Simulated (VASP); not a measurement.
Consider the following.

```
AlNi
1.0
    2.83659     0.00000     0.00000
    0.00000     2.83659     0.00000
    0.00000     0.00000     2.83659
Al Ni
1 1
Direct
  0.50000   0.50000   0.50000
  0.00000   0.00000   0.00000
```

These are PBEsol GGA, VASP's PBE PAW potentials (set 64) (plane waves; VASP) values and carry that method's errors. Settings: 500 eV cut-off, 13×13×13 Γ-centred mesh, first-order Methfessel-Paxton smearing of 0.10 eV, potentials Al Ni.

Energy and stress use the plane-wave basis of the starting cell.

### Question
The ions, cell shape and volume at an external pressure of 10.0 GPa are relaxed. Which structure does the run end with?

### Answer

```
AlNi
1.0
    2.81365     0.00000     0.00000
    0.00000     2.81365     0.00000
    0.00000     0.00000     2.81365
Al Ni
1 1
Cartesian
  1.40682   1.40682   1.40682
  0.00000   0.00000   0.00000
```
Space group Pm-3m (221), at a tolerance of 0.03 Å.

### Question
How do energy and volume change from the first to the last step?

### Answer
The energy (σ→0) changes by +12.8 meV/atom and the volume by -2.4 %, in 3 ionic steps.

```tsv
step	E(σ→0) (eV)	max force (eV/Å)	pressure (GPa)	volume (Å³)
1	-11.5816	0.000	5.01	22.82
2	-11.5069	0.000	16.25	21.67
3	-11.5561	0.000	9.98	22.27
```

The compound is NiAl in the CsCl type structure. This run relaxes it under an external pressure of 10 GPa. Symmetry was kept, so distortions that lower it aren't found. The run is not spin-polarised, so no magnetic state was tried. The electron count is odd and the run is not spin-polarised, which forces a metal.
